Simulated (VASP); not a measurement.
Here is the system:

```
CELL_PARAMETERS angstrom
      2.27452    -3.93958     0.00000
      2.27452     3.93958     0.00000
      0.00000     0.00000     5.03730
ATOMIC_POSITIONS crystal
  Se 0.00000 0.21728 0.66667
  Se 0.78272 0.78272 0.00000
  Se 0.21728 0.00000 0.33333
```

The numbers are results of r2SCAN meta-GGA, VASP's PBE PAW potentials (set 64) (plane waves; VASP), not measurements. Numerical set-up: 520 eV cut-off, 6×6×5 Γ-centred mesh, Gaussian smearing of 0.050 eV, potentials Se.

Task: The ions and cell shape at fixed volume are relaxed. Which structure does the run end with?

Result: 
```
CELL_PARAMETERS angstrom
      2.28748    -3.96202     0.00000
      2.28748     3.96202     0.00000
      0.00000     0.00000     4.98040
ATOMIC_POSITIONS crystal
  Se 0.00000 0.21363 0.66667
  Se 0.78637 0.78637 0.00000
  Se 0.21363 0.00000 0.33333
```
Space group P3_121 (152), at a tolerance of 0.03 Å.

Task: How much energy does the relaxation gain?

Result: The energy (σ→0) changes by -3.4 meV/atom, in 6 ionic steps.

The compound is Se in the trig structure. This cell is one point of a volume scan, at 1.03 of the reference volume. Symmetry was kept, so distortions that lower it aren't found.
